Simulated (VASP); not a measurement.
OSZICAR of a VASP run on Si (diamond):

**OSZICAR**
```
       N       E                     dE             d eps       ncg     rms          rms(c)
DAV:   1     0.592754974909E+01    0.59275E+01   -0.30399E+03   464   0.713E+02
DAV:   2    -0.107743563621E+02   -0.16702E+02   -0.16389E+02   696   0.810E+01
DAV:   3    -0.110137955567E+02   -0.23944E+00   -0.23605E+00   624   0.114E+01
DAV:   4    -0.110149778633E+02   -0.11823E-02   -0.11823E-02   720   0.891E-01
DAV:   5    -0.110149809011E+02   -0.30378E-05   -0.30377E-05   624   0.264E-02    0.475E+00
DAV:   6    -0.108985804891E+02    0.11640E+00   -0.75854E-02   560   0.144E+00    0.290E+00
DAV:   7    -0.108447456999E+02    0.53835E-01   -0.14609E-01   616   0.213E+00    0.174E-01
DAV:   8    -0.108458531457E+02   -0.11074E-02   -0.38322E-03   504   0.464E-01    0.730E-02
DAV:   9    -0.108460552960E+02   -0.20215E-03   -0.20421E-04   672   0.112E-01    0.569E-02
DAV:  10    -0.108460807933E+02   -0.25497E-04   -0.30738E-05   504   0.415E-02    0.100E-02
DAV:  11    -0.108460804278E+02    0.36543E-06   -0.56985E-07   688   0.528E-03
   1 F= -.10846080E+02 E0= -.10846080E+02  d E =-.108461E+02
```

### Question
Which electronic solver shows in the log?

### Answer
It is blocked Davidson (ALGO = Normal, or the opening steps of other solvers). The INCAR had ALGO = Normal.

### Question
Can the final energy be trusted as converged?

### Answer
The calculation finished and met its thresholds. It stopped with EDIFF = 1E-6, NELM = 100, NSW = 60 and EDIFFG = -0.01 after 1 ionic step (PBE GGA, plane waves, VASP's PBE PAW potentials (set 64)).

The compound is Si in the diamond structure. It was relaxed first. The start is the result of an earlier pass.
